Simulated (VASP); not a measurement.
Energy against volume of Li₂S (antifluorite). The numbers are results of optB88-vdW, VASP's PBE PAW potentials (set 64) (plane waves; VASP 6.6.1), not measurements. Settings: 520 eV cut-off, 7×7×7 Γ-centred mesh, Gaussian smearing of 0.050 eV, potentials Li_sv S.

```csv
V (Å³/atom),E (eV/atom)
14.384,-2.96827
14.843,-2.97502
15.302,-2.97757
15.761,-2.97646
```

Question: Fit these four points and predict the energy of the run at 16.220 Å³/atom.

Answer: A cubic in V^(−2/3), the third-order Birch-Murnaghan form, passes through the four points with V0 = 15.38 Å³/atom and B0 = 42 GPa, and gives -2.9722 eV/atom there. The run gave -2.9722 eV/atom, -0.0 meV/atom from the fit; all five points give B0 = 42 GPa.

The compound is Li2S in the antifluorite structure. It was relaxed first.
